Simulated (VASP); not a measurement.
Data:

```xyz
6
Lattice="-1.8951 1.8951 4.7812 1.8951 -1.8951 4.7812 1.8951 1.8951 -4.7812" Properties=species:S:1:pos:R:3 pbc="T T T"
Ti     0.0000     1.8951     2.3906
Ti     0.0000     0.0000     9.5625
O      0.0000     1.8951     0.4037
O      0.0000     0.0000     7.5756
O      0.0000     0.0000     1.9869
O      0.0000     1.8951     4.3775
```

All values below come from r2SCAN meta-GGA, VASP's PBE PAW potentials (set 64) (plane waves; VASP). Run with 520 eV cut-off, 9×9×9 Γ-centred mesh, tetrahedra with Blöchl corrections, potentials Ti_sv O.

The cores are frozen, which limits the accuracy of field gradients.

Question: Give the principal components of the electric field gradient (V/Å²) and the asymmetry η at each nucleus.

Answer: 
```
atom    Vxx   Vyy   Vzz     η
----  -----  ----  ----  ----
Ti1    -4.6  -4.6   9.2  0.00
Ti2    -4.6  -4.6   9.2  0.00
O3    -13.9  -3.9  17.8  0.56
O4    -13.9  -3.9  17.8  0.56
O5    -13.9  -3.9  17.8  0.56
O6    -13.9  -3.9  17.8  0.56
```

The compound is TiO2 in the anatase structure, one of several forms; rutile is the usual stable one. It was relaxed first.
